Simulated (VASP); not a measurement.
Computed with PBE GGA, VASP's PBE PAW potentials (set 64) (plane waves; VASP).

Input for VASP

**KPOINTS**
```
Automatic
0
Gamma
 4 4 4
```

POSCAR:
```
YGe
1
    6.9512310000     0.0000000000     0.0000000000
   -3.4756160000     6.0199430000     0.0000000000
    0.0000000000     0.0000000000     5.6090470000
Y Ge
3 3
Direct
  0.5000000000   0.0000000000   0.0000000000
  0.5000000000   0.5000000000   0.0000000000
  0.0000000000   0.5000000000   0.0000000000
  0.0000000000   0.0000000000   0.0000000000
  0.3333330000   0.6666670000   0.5000000000
  0.6666670000   0.3333330000   0.5000000000
```

INCAR:
```
SYSTEM  =  YGe
PREC  =  Accurate; ENCUT  =  300; LREAL  =  .FALSE.
LASPH  =  .TRUE.
EDIFF  =  1E-6; NELM  =  100; ALGO  =  Normal
LMAXMIX  =  4
ISMEAR  =  -1; SIGMA  =  0.1
GGA  =  PE
ISIF  =  2
LWAVE  =  .FALSE.; LCHARG  =  .FALSE.
```

POTCAR, in this order: Y_sv Ge_d (PBE.64 set). Program: vasp_std.

At this cut-off the stress carries a Pulay error, which pulls relaxed volumes low. Gaps are read on the run's mesh, which can miss a band edge.

Task: Predict the energy per atom (σ→0), pressure, band gap (on the k-mesh).

Result: 
The energy per atom (σ→0) is -5.205 eV/atom and the band gap (on the k-mesh) is none (metal, semimetal or under 0.01 eV). The pressure is -8.66 GPa.

**OSZICAR**
```
...
DAV:   9    -0.313591166565E+02    0.24826E-02   -0.48818E-02  1480   0.125E+00    0.574E-01
DAV:  10    -0.313591408587E+02   -0.24202E-04   -0.62093E-03  1427   0.444E-01    0.153E-01
DAV:  11    -0.313591333057E+02    0.75530E-05   -0.11530E-03  1496   0.222E-01    0.707E-02
DAV:  12    -0.313591666177E+02   -0.33312E-04   -0.69797E-05  1619   0.396E-02    0.199E-02
DAV:  13    -0.313591904601E+02   -0.23842E-04   -0.24214E-05  1208   0.238E-02    0.132E-02
DAV:  14    -0.313592018396E+02   -0.11379E-04   -0.21880E-05   928   0.120E-02    0.927E-03
DAV:  15    -0.313592023156E+02   -0.47609E-06   -0.10536E-06   912   0.417E-03
   1 F= -.31359202E+02 E0= -.31230331E+02  d E =-.257742E+00
```

The structure was generated: YGe was put into an ordered model structure, which need not be its known phase. The cell was not relaxed at this level. The run is one of a series of settings (KPOINTS 4×4×4 Γ-centred mesh against the base run), some of them coarse on purpose. The electron count is odd and the run is not spin-polarised, which forces a metal.
